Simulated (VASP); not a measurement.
# Cs3TeH (Pm-3m) in VASP: a series of runs, part 2 of 2

VASP 6.6.1. The steps go on from the part before.

### Step 3. Single point, PBE

File INCAR:

```
PREC = Accurate
ENCUT = 520
EDIFF = 1E-6
ISMEAR = 0
SIGMA = 0.02
LREAL = False
LASPH = True
NELM = 100
ALGO = Fast
ISIF = 2
LWAVE = False
LCHARG = False
GGA = PE
NBANDS = 25
```

File KPOINTS:

```
regular mesh
0
Gamma
  6 6 6
```

File POSCAR:

```
Cs3TeH
1.0
    6.0400000000      0.0000000000      0.0000000000
    0.0000000000      6.0400000000      0.0000000000
    0.0000000000      0.0000000000      6.0400000000
Te H Cs
1 1 3
Direct
    0.0000000000      0.0000000000      0.0000000000
    0.5000000000      0.5000000000      0.5000000000
    0.5000000000      0.5000000000      0.0000000000
    0.5000000000      0.0000000000      0.5000000000
    0.0000000000      0.5000000000      0.5000000000
```

Potentials or basis: VASP PAW PBE potentials, release 64 (Te, H, Cs_sv).

Command:

```console
$ cat potpaw_PBE.64/Te/POTCAR potpaw_PBE.64/H/POTCAR potpaw_PBE.64/Cs_sv/POTCAR > POTCAR
$ mpirun -np 1 vasp_std > vasp.out
```

OUTCAR:

```text
PREC = Accurate
   ENCUT = 520
   EDIFF = 1E-6
   ISMEAR = 0
   LREAL = False
   LASPH = True
   NELM = 100
   ISIF = 2
   GGA = PE

 ion  position               nearest neighbor table
   1  0.000  0.000  0.000-
   2  0.500  0.500  0.500-
   3  0.500  0.500  0.000-
   4  0.500  0.000  0.500-
   5  0.000  0.500  0.500-

  LATTYP: Found a simple cubic cell.
 ALAT       =     6.0400000000

  Lattice vectors:

 A1 = (   6.0400000000,   0.0000000000,   0.0000000000)
 A2 = (   0.0000000000,   6.0400000000,   0.0000000000)
 A3 = (   0.0000000000,   0.0000000000,   6.0400000000)

Analysis of symmetry for initial positions (statically):
=====================================================================
 Subroutine PRICEL returns:
 Original cell was already a primitive cell.

 Routine SETGRP: Setting up the symmetry group for a
 simple cubic supercell.

 Subroutine GETGRP returns: Found 48 space group operations
 (whereof 48 operations were pure point group operations)
 out of a pool of 48 trial point group operations.

The static configuration has the point symmetry O_h .

Analysis of symmetry for dynamics (positions and initial velocities):
=====================================================================
 Subroutine PRICEL returns:
 Original cell was already a primitive cell.

 Routine SETGRP: Setting up the symmetry group for a
 simple cubic supercell.

 Subroutine GETGRP returns: Found 48 space group operations
 (whereof 48 operations were pure point group operations)
 out of a pool of 48 trial point group operations.

The dynamic configuration has the point symmetry O_h .

 Subroutine INISYM returns: Found 48 space group operations
 (whereof 48 operations are pure point group operations),
 and found     1 'primitive' translations

[... 116 lines left out ...]
  volume/ion in A,a.u.               =      44.07       297.40
  Fermi-wavevector in a.u.,A,eV,Ry     =   0.878073  1.659318 10.490269  0.771013
  Thomas-Fermi vector in A             =   1.998110
   LORBIT       =      0    0 simple, 1 ext, 2 COOP (PROOUT), +10 PAW based schemes
   GGA     = PE    functional components
   LHFCALC =     F    Hartree Fock is set to
   AEXX    =    0.0000 exact exchange contribution
   IVDW    =     0    specifies the selected vdW correction
   LEPSILON=     F    determine dielectric tensor
   LRPA    =     F    only Hartree local field effects (RPA)
 non-spin polarized calculation
 RMM-DIIS sequential band-by-band and
 Gauss-broadening in eV      SIGMA  =   0.02
  energy-cutoff  :      520.00
  volume of cell :      220.35
 maximum number of plane-waves:      6031
 NGX is ok and might be reduce to    48
   NGX = 23   NGY = 23   NGZ = 23

 number of electron      34.0000000 magnetization

 Free energy of the ion-electron system (eV)
  ---------------------------------------------------
  ext. energy  EPLUGINS =         0.00000000
  ---------------------------------------------------
  free energy    TOTEN  =       -12.39842551 eV

  energy without entropy =      -12.39842551  energy(sigma->0) =      -12.39842551

 E-fermi :   1.1740     XC(G=0):  -7.4639

 val. band max:        1.0752458799   @ k =   0.0000   0.0000   0.0000
 cond. band min:       3.2173154549   @ k =   0.0000   0.0000   0.0000
 fundamental gap:      2.1420695751
 Fermi energy:         1.1740242016

 k-point     1 :       0.0000    0.0000    0.0000
  band No.  band energies     occupation
      1     -20.8287      2.00000
      2     -20.6893      2.00000
      3     -20.6893      2.00000
      4      -7.9884      2.00000
      5      -7.9884      2.00000
      6      -7.9884      2.00000
[... 549 lines left out ...]
     24       6.2156      0.00000
     25       6.2485      0.00000

------------------------ aborting loop because EDIFF is reached ----------------------------------------

  FORCE on cell =-STRESS in cart. coord.  units (eV):
  Direction    XX          YY          ZZ          XY          YZ          ZX
  --------------------------------------------------------------------------------------
  -------------------------------------------------------------------------------------
  Total       -0.4856091     -0.4856091     -0.4856091     -0.0000000     -0.0000000      0.0000000
  in kB       -3.5309096     -3.5309096     -3.5309096     -0.0000000     -0.0000000      0.0000000
  external PRESSURE =      -3.5309096 kB  Pullay stress =       0.0000000 kB

 VOLUME and BASIS-vectors are now :
 -----------------------------------------------------------------------------
  energy-cutoff  :      520.00
  volume of cell :      220.35
      direct lattice vectors                 reciprocal lattice vectors
     6.040000000  0.000000000  0.000000000     0.165562914  0.000000000  0.000000000
     0.000000000  6.040000000  0.000000000     0.000000000  0.165562914  0.000000000
     0.000000000  0.000000000  6.040000000     0.000000000  0.000000000  0.165562914

 POSITION                                       TOTAL-FORCE (eV/Angst)
 -----------------------------------------------------------------------------------
      0.00000      0.00000      0.00000         0.000000      0.000000      0.000000
      3.02000      3.02000      3.02000         0.000000      0.000000      0.000000
      3.02000      3.02000      0.00000         0.000000      0.000000      0.000000
      3.02000      0.00000      3.02000         0.000000      0.000000      0.000000
      0.00000      3.02000      3.02000         0.000000      0.000000      0.000000
 -----------------------------------------------------------------------------------
    total drift:                                0.000000     -0.000000     -0.000000

  FREE ENERGIE OF THE ION-ELECTRON SYSTEM (eV)
  ---------------------------------------------------
  free  energy   TOTEN  =       -12.3984255105 eV

  energy  without entropy=      -12.3984255105  energy(sigma->0) =      -12.39842551
```

Wall time 3.5 min (1 thread of AMD EPYC 7R43 (Zen 3), shared host); peak memory 0.34 GiB.

What came out:

```yaml
Free_energy: -12.3984 eV
Pressure: -0.4 GPa
Band_gap_on_the_k_mesh: 2.14 eV, direct
```

Caveat: spin-orbit coupling is left out, which moves the levels of the heavy elements.
